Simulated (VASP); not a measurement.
## GW on AlN: a test of the settings

Aim: test the GW correction to the gap of AlN. The starting structure is a computed structure from the Materials Project. Cell and atoms stay as given.

Main program and level: VASP 6.6.1; GW on LDA orbitals, with plane waves and PAW data sets made for GW.

### 1. Set-up

Symmetry: F-43m, No. 216, cubic system. Conventional cell: a = 4.368 Å, b = 4.368 Å, c = 4.368 Å, α = 90.00°, β = 90.00°, γ = 90.00°. Al has 4 N at 1.89 Å nearest. Nearest to N lie 4 Al at 1.89 Å. Farther neighbours and most contacts between anions are not listed.

Structure file:

```
Al N
1.0
     0.00000    2.18399    2.18399
     2.18399    0.00000    2.18399
     2.18399    2.18399    0.00000
Al N
1 1
Direct
  0.00000 0.00000 0.00000
  0.25000 0.25000 0.25000
```

### 2. G0W0 (response cutoff 100 eV, 4×4×4 mesh)

It reads the orbitals and their derivatives (WAVECAR and WAVEDER) of a run with the empty bands, which follows a ground-state run; neither is shown.

File INCAR:

```
SYSTEM = AlN
PREC = Accurate
ENCUT = 450
ISMEAR = 0
SIGMA = 0.01
LREAL = .FALSE.
GGA = CA
NBANDS = 48
ALGO = EVGW0
NELMGW = 1
ENCUTGW = 100
NOMEGA = 40
PRECFOCK = Fast
NBANDSGW = 12
LWAVE = .FALSE.
LCHARG = .FALSE.
```

File POSCAR:

```
AlN
1.0
    0.0000000000      2.1839935596      2.1839935596
    2.1839935596      0.0000000000      2.1839935596
    2.1839935596      2.1839935596      0.0000000000
Al N
1 1
Direct
    0.0000000000      0.0000000000      0.0000000000
    0.2500000000      0.2500000000      0.2500000000
```

File KPOINTS:

```
Automatic mesh
0
Gamma
4 4 4
0 0 0
```

The projector-augmented-wave data sets are Al_GW and N_GW (LDA family, release 64).

The run is started by

```bash
> mpirun -np 4 vasp_std
```

What it wrote:

```text
[banner, memory and clock lines left out]
running    4 mpi-ranks, on    1 nodes
 distrk:  each k-point on    4 cores,    1 groups
 distr:  one band on    1 cores,    4 groups

 POSCAR found type information on POSCAR AlN
 POSCAR found :  2 types and       2 ions
|                                                                             |
|           W    W    AA    RRRRR   N    N  II  N    N   GGGG   !!!           |
|           W    W   A  A   R    R  NN   N  II  NN   N  G    G  !!!           |
|           W    W  A    A  R    R  N N  N  II  N N  N  G       !!!           |
|           W WW W  AAAAAA  RRRRR   N  N N  II  N  N N  G  GGG   !            |
|           WW  WW  A    A  R   R   N   NN  II  N   NN  G    G                |
|           W    W  A    A  R    R  N    N  II  N    N   GGGG   !!!           |
|                                                                             |
|     The default for ENCUTGWSOFT is different in this version of VASP.       |
|     please manually set ENCUTGWSOFT =100 in the INCAR file.                 |
|                                                                             |

 LDA part: xc-table for (Slater(with rela. corr.)+CA(PZ))
 , standard interpolation
 found WAVECAR, reading the header
 POSCAR, INCAR and KPOINTS ok, starting setup
 FFT: planning ... GRIDC
 FFT: planning ... GRID_SOFT
 FFT: planning ... GRID
 reading WAVECAR
 the WAVECAR file was read successfully
 initial charge from wavefunction
 available memory per node:     55.68 GB, setting MAXMEM to     57020

 The Fermi energy was updated, please check that it is located mid-gap
 values below the HOMO (VB) or above the LUMO (CB) will cause erroneous energies
 E-fermi :   6.4662

 calculate exact exchange contribution
 the WAVEDER file was read successfully
energies w=
    0.000    0.000    1.109    0.000    2.212    0.000    3.303    0.000
    4.376    0.000    5.428    0.000    6.457    0.000    7.464    0.000
    8.449    0.000    9.413    0.000   10.361    0.000   11.295    0.000
   12.220    0.000   13.140    0.000   14.062    0.000   14.990    0.000
   15.931    0.000   16.892    0.000   17.880    0.000   18.905    0.000
   19.976    0.000   21.107    0.000   22.310    0.000   23.603    0.000
   25.007    0.000   26.550    0.000   28.266    0.000   30.197    0.000
   32.404    0.000   34.966    0.000   37.995    0.000   41.647    0.000
   46.157    0.000   51.888    0.000   59.427    0.000   69.803    0.000
   84.971    0.000  109.193    0.000  153.818    0.000  262.575    0.000
 responsefunction array rank=      60
 LDA part: xc-table for (Slater(with rela. corr.)+CA(PZ))
 , standard interpolation

 min. memory requirement per mpi rank     55.2 MB, per node    220.9 MB

 allocating  10 responsefunctions rank=    60
 shmem allocating  40 responsefunctions rank=    60
 response function shared by NCSHMEM nodes    1
 Doing           10  frequencies on each core in blocks of           40
NQ=   1    0.0000    0.0000    0.0000,
|.........|.........|.........|.........|.........|.........|.........|.........
 performed         31000 updates of chi_q(r,r)
 total number of BLAS operations          0.88 Gflops
NQ=   2    0.2500    0.0000    0.0000,
|.........|.........|.........|.........|.........|.........|.........|.........
 performed         95000 updates of chi_q(r,r)
 total number of BLAS operations          1.97 Gflops
NQ=   3    0.5000    0.0000    0.0000,
|.........|.........|.........|.........|.........|.........|.........|.........
 performed        149000 updates of chi_q(r,r)
 total number of BLAS operations          2.67 Gflops
NQ=   4    0.2500    0.2500    0.0000,
|.........|.........|.........|.........|.........|.........|.........|.........
 performed        213000 updates of chi_q(r,r)
 total number of BLAS operations          4.05 Gflops
NQ=   5    0.5000    0.2500    0.0000,
|.........|.........|.........|.........|.........|.........|.........|.........
 performed        302000 updates of chi_q(r,r)
 total number of BLAS operations          5.57 Gflops
NQ=   6   -0.2500    0.2500    0.0000,
|.........|.........|.........|.........|.........|.........|.........|.........
 performed        382000 updates of chi_q(r,r)
 total number of BLAS operations          7.10 Gflops
NQ=   7    0.5000    0.5000    0.0000,
|.........|.........|.........|.........|.........|.........|.........|.........
 performed        429000 updates of chi_q(r,r)
 total number of BLAS operations          7.72 Gflops
NQ=   8   -0.2500    0.5000    0.2500,
|.........|.........|.........|.........|.........|.........|.........|.........
 performed        490000 updates of chi_q(r,r)
 total number of BLAS operations          8.67 Gflops
 resolving degeneracies of screened two electron integrals

 calculate QP shifts <psi_nk| G(iteration)W_0 |psi_nk>: iteration 1
 entering main loop
```

Run time: 3.8 s. Hardware: 4 MPI ranks of AMD EPYC 9R45, shared host; peak memory 0.37 GiB.

Lines that name or quote the potential files are left out of all logs, and their timing lines are given in words.

OUTCAR, selected parts (step 2):

```text
ion  position               nearest neighbor table
   1  0.000  0.000  0.000-   2 1.89   2 1.89   2 1.89   2 1.89
   2  0.250  0.250  0.250-   1 1.89   1 1.89   1 1.89   1 1.89

  LATTYP: Found a face centered cubic cell.
 ALAT       =     4.3679871192

 Subroutine GETGRP returns: Found 24 space group operations
 (whereof 24 operations were pure point group operations)

The static configuration has the point symmetry T_d .

 Found      8 irreducible k-points:

   k-points           NKPTS =      8   k-points in BZ     NKDIM =     64   number of bands    NBANDS=     48

   dimension x,y,z NGX =    24 NGY =   24 NGZ =   24
   dimension x,y,z NGXF=    48 NGYF=   48 NGZF=   48

   ENCUT  =  450.0 eV  33.07 Ry    5.75 a.u.   5.34  5.34  5.34*2*pi/ulx,y,z

   NELECT =       8.0000    total number of electrons

  energy-cutoff  :      450.00
  volume of cell :       20.83
      direct lattice vectors                 reciprocal lattice vectors
     0.000000000  2.183993560  2.183993560    -0.228938404  0.228938404  0.228938404
     2.183993560  0.000000000  2.183993560     0.228938404 -0.228938404  0.228938404
     2.183993560  2.183993560  0.000000000     0.228938404  0.228938404 -0.228938404

 k-points in reciprocal lattice and weights: Automatic mesh
   0.00000000  0.00000000  0.00000000       0.016
   0.25000000  0.00000000  0.00000000       0.125
   0.50000000  0.00000000  0.00000000       0.062
   0.25000000  0.25000000  0.00000000       0.094
   0.50000000  0.25000000  0.00000000       0.375
  -0.25000000  0.25000000  0.00000000       0.188
   0.50000000  0.50000000  0.00000000       0.047
  -0.25000000  0.50000000  0.25000000       0.094

 E-fermi :   6.4662

 QP shifts <psi_nk| G(iteration)W_0 |psi_nk>: iteration 1
 for sc-GW calculations column KS-energies equals QP-energies in previous step
 and V_xc(KS)=  KS-energies - (<T + V_ion + V_H > + <T+V_H+V_ion>^1  + <V_x>^1)
 k-point   1 :       0.0000    0.0000    0.0000
  band No.  KS-energies  QP-energies   sigma(KS)   V_xc(KS)     V^pw_x(r,r')   Z            occupation Imag(sigma)
      1      -9.9697     -11.2594     -16.4728     -14.6712     -24.5544       0.7158       2.0000       1.3600
      2       4.8702       4.4079     -17.4861     -16.8905     -20.8413       0.7761       2.0000       0.1367
      3       4.8702       4.4079     -17.4861     -16.8905     -20.8413       0.7761       2.0000       0.1367
      4       4.8702       4.4079     -17.4861     -16.8905     -20.8413       0.7761       2.0000       0.1367
      5       9.0815      10.0580     -11.5630     -12.7857      -7.7580       0.7987       0.0000      -0.1182
      6      17.1644      18.5889      -8.9772     -10.7686      -4.0209       0.7952       0.0000      -0.1949
      7      17.1644      18.5889      -8.9772     -10.7686      -4.0209       0.7952       0.0000      -0.1949
      8      17.1644      18.5889      -8.9772     -10.7686      -4.0209       0.7952       0.0000      -0.1949
    ...

 k-point   2 :       0.2500    0.0000    0.0000
  band No.  KS-energies  QP-energies   sigma(KS)   V_xc(KS)     V^pw_x(r,r')   Z            occupation Imag(sigma)
      1      -9.0967     -10.3731     -16.8876     -15.1191     -24.8199       0.7218       2.0000       1.2321
      2       1.5920       0.8045     -15.5296     -14.4905     -19.2450       0.7579       2.0000       0.2002
      3       4.6091       4.1154     -17.3363     -16.6983     -20.7239       0.7737       2.0000       0.1391
      4       4.6091       4.1154     -17.3363     -16.6983     -20.7239       0.7737       2.0000       0.1391
      5      11.2743      12.4529     -11.7237     -13.2135      -7.6307       0.7911       0.0000      -0.1358
      6      15.6360      17.0502     -10.3390     -12.1444      -5.4310       0.7833       0.0000      -0.2100
      7      16.9576      18.2936      -8.9176     -10.5989      -3.9095       0.7947       0.0000      -0.2192
      8      16.9576      18.2936      -8.9176     -10.5989      -3.9095       0.7947       0.0000      -0.2192
    ...

 k-point   3 :       0.5000    0.0000    0.0000
  band No.  KS-energies  QP-energies   sigma(KS)   V_xc(KS)     V^pw_x(r,r')   Z            occupation Imag(sigma)
      1      -7.8444      -9.1038     -17.8510     -16.1126     -25.6480       0.7244       2.0000       1.0605
      2      -1.0633      -2.0102     -14.0914     -12.8109     -18.3971       0.7395       2.0000       0.3482
      3       4.3796       3.8567     -17.2429     -16.5654     -20.6790       0.7718       2.0000       0.1431
      4       4.3796       3.8567     -17.2429     -16.5654     -20.6790       0.7718       2.0000       0.1431
      5      12.1090      13.2826     -10.0618     -11.5184      -5.7437       0.8057       0.0000      -0.1353
      6      14.6195      15.9820     -11.7423     -13.5444      -6.6545       0.7561       0.0000      -0.2463
      7      15.7997      17.0348      -8.6940     -10.2376      -3.8816       0.8002       0.0000      -0.1887
      8      15.7997      17.0348      -8.6940     -10.2376      -3.8816       0.8002       0.0000      -0.1887
    ...

 k-point   4 :       0.2500    0.2500    0.0000
  band No.  KS-energies  QP-energies   sigma(KS)   V_xc(KS)     V^pw_x(r,r')   Z            occupation Imag(sigma)
      1      -8.8122     -10.0729     -17.0244     -15.2684     -24.9093       0.7179       2.0000       1.1865
      2       1.9812       1.2438     -15.9147     -14.9434     -19.5710       0.7591       2.0000       0.1887
      3       3.8731       3.2770     -16.7866     -16.0138     -20.2504       0.7713       2.0000       0.1502
      4       3.8731       3.2770     -16.7866     -16.0138     -20.2504       0.7713       2.0000       0.1502
      5      10.7511      11.8197     -10.7558     -12.1016      -6.7203       0.7939       0.0000      -0.1338
      6      14.8831      16.1834      -8.8927     -10.5038      -4.3154       0.8071       0.0000      -0.1498
      7      16.2159      17.5258     -10.2715     -11.9416      -5.2770       0.7843       0.0000      -0.2236
      8      18.6346      20.1499     -10.0111     -11.9653      -4.5447       0.7754       0.0000      -0.3061
    ...

[... 4 further parts left out ...]
```

G0W0 (response cutoff 100 eV, 4×4×4 mesh): the quasiparticle gap on this mesh is 4.458 eV, +1.266 eV from the LDA gap on the same points, with 48 bands.

### 3. G0W0 (response cutoff 160 eV, 4×4×4 mesh)

It reads the orbitals and their derivatives (WAVECAR and WAVEDER) of a run with the empty bands, which follows a ground-state run; neither is shown.

Changes to INCAR since step 2:

```diff
@@ -7,6 +7,6 @@
 GGA = CA
-NBANDS = 48
+NBANDS = 96
 ALGO = EVGW0
 NELMGW = 1
-ENCUTGW = 100
+ENCUTGW = 160
 NOMEGA = 40
```

POSCAR is that of step 2.

KPOINTS is that of step 2.

The run is started by

```bash
> mpirun -np 4 vasp_std
```

What it wrote:

```text
[banner, memory and clock lines left out]
running    4 mpi-ranks, on    1 nodes
[...]
|                                                                             |
|           W    W    AA    RRRRR   N    N  II  N    N   GGGG   !!!           |
|           W    W   A  A   R    R  NN   N  II  NN   N  G    G  !!!           |
|           W    W  A    A  R    R  N N  N  II  N N  N  G       !!!           |
|           W WW W  AAAAAA  RRRRR   N  N N  II  N  N N  G  GGG   !            |
|           WW  WW  A    A  R   R   N   NN  II  N   NN  G    G                |
|           W    W  A    A  R    R  N    N  II  N    N   GGGG   !!!           |
|                                                                             |
|     The default for ENCUTGWSOFT is different in this version of VASP.       |
|     please manually set ENCUTGWSOFT =160 in the INCAR file.                 |
|                                                                             |

 LDA part: xc-table for (Slater(with rela. corr.)+CA(PZ))
[...]
total number of BLAS operations         23.92 Gflops
NQ=   4    0.2500    0.2500    0.0000,
|.........|.........|.........|.........|.........|.........|.........|.........
 performed        436000 updates of chi_q(r,r)
 total number of BLAS operations         34.53 Gflops
NQ=   5    0.5000    0.2500    0.0000,
|.........|.........|.........|.........|.........|.........|.........|.........
 performed        616000 updates of chi_q(r,r)
 total number of BLAS operations         48.14 Gflops
NQ=   6   -0.2500    0.2500    0.0000,
|.........|.........|.........|.........|.........|.........|.........|.........
 performed        778000 updates of chi_q(r,r)
 total number of BLAS operations         59.37 Gflops
NQ=   7    0.5000    0.5000    0.0000,
|.........|.........|.........|.........|.........|.........|.........|.........
 performed        875000 updates of chi_q(r,r)
 total number of BLAS operations         65.99 Gflops
NQ=   8   -0.2500    0.5000    0.2500,
|.........|.........|.........|.........|.........|.........|.........|.........
 performed       1000000 updates of chi_q(r,r)
 total number of BLAS operations         76.02 Gflops
 resolving degeneracies of screened two electron integrals

 calculate QP shifts <psi_nk| G(iteration)W_0 |psi_nk>: iteration 1
 entering main loop
[key lines of the parts left out:]
E-fermi :   6.4662
```

Wall time 6.6 s (4 MPI ranks); peak memory 0.45 GiB; 25 s of CPU time.

OUTCAR, selected parts (step 3):

```text
 QP shifts <psi_nk| G(iteration)W_0 |psi_nk>: iteration 1
 for sc-GW calculations column KS-energies equals QP-energies in previous step
 and V_xc(KS)=  KS-energies - (<T + V_ion + V_H > + <T+V_H+V_ion>^1  + <V_x>^1)
 k-point   1 :       0.0000    0.0000    0.0000
  band No.  KS-energies  QP-energies   sigma(KS)   V_xc(KS)     V^pw_x(r,r')   Z            occupation Imag(sigma)
      1      -9.9697     -11.4666     -16.7709     -14.6712     -24.5544       0.7129       2.0000       1.3709
      2       4.8702       4.1173     -17.8653     -16.8905     -20.8413       0.7723       2.0000       0.1442
      3       4.8702       4.1173     -17.8653     -16.8905     -20.8413       0.7723       2.0000       0.1442
      4       4.8702       4.1173     -17.8653     -16.8905     -20.8413       0.7723       2.0000       0.1442
      5       9.0815       9.9123     -11.7419     -12.7857      -7.7580       0.7960       0.0000      -0.1104
      6      17.1644      18.4532      -9.1479     -10.7686      -4.0209       0.7952       0.0000      -0.1920
      7      17.1644      18.4532      -9.1479     -10.7686      -4.0209       0.7952       0.0000      -0.1920
      8      17.1644      18.4532      -9.1479     -10.7686      -4.0209       0.7952       0.0000      -0.1920
    ...

[... 1 part as in an earlier step ...]

[... 2 further parts left out ...]
[key lines of the parts left out:]
E-fermi :   6.4662
```

G0W0 (response cutoff 160 eV, 4×4×4 mesh): the quasiparticle gap on this mesh is 4.665 eV, +1.473 eV from the LDA gap on the same points, with 96 bands.

### 4. G0W0 (response cutoff 240 eV, 4×4×4 mesh)

It reads the orbitals and their derivatives (WAVECAR and WAVEDER) of a run with the empty bands, which follows a ground-state run; neither is shown.

Changes to INCAR since step 3:

```diff
@@ -7,6 +7,6 @@
 GGA = CA
-NBANDS = 96
+NBANDS = 176
 ALGO = EVGW0
 NELMGW = 1
-ENCUTGW = 160
+ENCUTGW = 240
 NOMEGA = 40
```

POSCAR is that of step 3.

KPOINTS is that of step 3.

The run is started by

```bash
> mpirun -np 4 vasp_std
```

What it wrote:

```text
[banner, memory and clock lines left out]
running    4 mpi-ranks, on    1 nodes
[...]
|                                                                             |
|           W    W    AA    RRRRR   N    N  II  N    N   GGGG   !!!           |
|           W    W   A  A   R    R  NN   N  II  NN   N  G    G  !!!           |
|           W    W  A    A  R    R  N N  N  II  N N  N  G       !!!           |
|           W WW W  AAAAAA  RRRRR   N  N N  II  N  N N  G  GGG   !            |
|           WW  WW  A    A  R   R   N   NN  II  N   NN  G    G                |
|           W    W  A    A  R    R  N    N  II  N    N   GGGG   !!!           |
|                                                                             |
|     The default for ENCUTGWSOFT is different in this version of VASP.       |
|     please manually set ENCUTGWSOFT =240 in the INCAR file.                 |
|                                                                             |

 LDA part: xc-table for (Slater(with rela. corr.)+CA(PZ))
[...]
total number of BLAS operations        128.65 Gflops
NQ=   4    0.2500    0.2500    0.0000,
|.........|.........|.........|.........|.........|.........|.........|.........
 performed        807000 updates of chi_q(r,r)
 total number of BLAS operations        189.52 Gflops
NQ=   5    0.5000    0.2500    0.0000,
|.........|.........|.........|.........|.........|.........|.........|.........
 performed       1140000 updates of chi_q(r,r)
 total number of BLAS operations        273.94 Gflops
NQ=   6   -0.2500    0.2500    0.0000,
|.........|.........|.........|.........|.........|.........|.........|.........
 performed       1439000 updates of chi_q(r,r)
 total number of BLAS operations        343.13 Gflops
NQ=   7    0.5000    0.5000    0.0000,
|.........|.........|.........|.........|.........|.........|.........|.........
 performed       1619000 updates of chi_q(r,r)
 total number of BLAS operations        395.40 Gflops
NQ=   8   -0.2500    0.5000    0.2500,
|.........|.........|.........|.........|.........|.........|.........|.........
 performed       1850000 updates of chi_q(r,r)
 total number of BLAS operations        452.81 Gflops
 resolving degeneracies of screened two electron integrals

 calculate QP shifts <psi_nk| G(iteration)W_0 |psi_nk>: iteration 1
 entering main loop
[key lines of the parts left out:]
E-fermi :   6.4662
```

Wall time 13 s (4 MPI ranks); peak memory 0.6 GiB.

From OUTCAR (step 4):

```text
 QP shifts <psi_nk| G(iteration)W_0 |psi_nk>: iteration 1
 for sc-GW calculations column KS-energies equals QP-energies in previous step
 and V_xc(KS)=  KS-energies - (<T + V_ion + V_H > + <T+V_H+V_ion>^1  + <V_x>^1)
 k-point   1 :       0.0000    0.0000    0.0000
  band No.  KS-energies  QP-energies   sigma(KS)   V_xc(KS)     V^pw_x(r,r')   Z            occupation Imag(sigma)
      1      -9.9697     -11.5884     -16.9492     -14.6712     -24.5544       0.7106       2.0000       1.2317
      2       4.8702       3.9330     -18.1080     -16.8905     -20.8413       0.7698       2.0000       0.0467
      3       4.8702       3.9330     -18.1080     -16.8905     -20.8413       0.7698       2.0000       0.0467
      4       4.8702       3.9330     -18.1080     -16.8905     -20.8413       0.7698       2.0000       0.0467
      5       9.0815       9.7823     -11.9067     -12.7857      -7.7580       0.7973       0.0000      -0.1296
      6      17.1644      18.3847      -9.2297     -10.7686      -4.0209       0.7930       0.0000      -0.1734
      7      17.1644      18.3847      -9.2297     -10.7686      -4.0209       0.7930       0.0000      -0.1734
      8      17.1644      18.3847      -9.2297     -10.7686      -4.0209       0.7930       0.0000      -0.1734
    ...

[... 1 part as in an earlier step ...]

[... 2 further parts left out ...]
[key lines of the parts left out:]
E-fermi :   6.4662
```

G0W0 (response cutoff 240 eV, 4×4×4 mesh): the quasiparticle gap on this mesh is 4.796 eV, +1.604 eV from the LDA gap on the same points, with 176 bands.

(Part 1 of 2 ends here.)

[Lines on the potential files, build, host, timing and source positions are cut from VASP's logs without a mark.]

[Logs are printed without paths, hosts, clocks, repeated set-up lines and the standing remarks that a program may print on its own settings, such as how far it seeks lower states.]

[Hosts, paths, dates, database ids (printed as entryN), source tags and the programs' standing remarks are cut or masked in the printed files.]
